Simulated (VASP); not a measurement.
Runs of VASP 6.6.1 on HfB2. The structure is hexagonal, space group P6/mmm (No. 191). Conventional cell: a = 3.140 Å, b = 3.140 Å, c = 3.480 Å, α = 90.00°, β = 90.00°, γ = 120.00°. Hf (site symmetry 6/mmm) is surrounded by 12 B at 2.51 Å. B (site symmetry -6m2) is surrounded by 3 B at 1.81 Å. 

```csv
level,potentials or basis,gap on the mesh (eV),pressure (GPa)
revPBE,"VASP PAW PBE potentials, release 64 (Hf_pv, B)",none,4.2
LDA,"VASP PAW LDA potentials, release 64 (Hf_pv, B)",none,-9.6
PBEsol,"VASP PAW PBE potentials, release 64 (Hf_pv, B)",none,(a)
BLYP,"VASP PAW PBE potentials, release 64 (Hf_pv, B)",none,8.2
```

Alike in all rows: task single point; no spin polarisation; cell as given; k mesh 7 × 7 × 5, shifted; cutoff (eV) 520; smearing fermi-dirac 0.2 eV; the mesh is coarse, so values aren't converged.

Problem. Fill in the values left out.

Solution. (a) -4.3.

Caveats: all runs use coarse meshes; the PAW data sets were made with another functional, which shifts forces and pressure a little (some runs).

A k mesh can miss the band edges, and the runs leave out spin-orbit coupling on Hf.

A gap of «none» marks a metal or a gap under the smearing width.
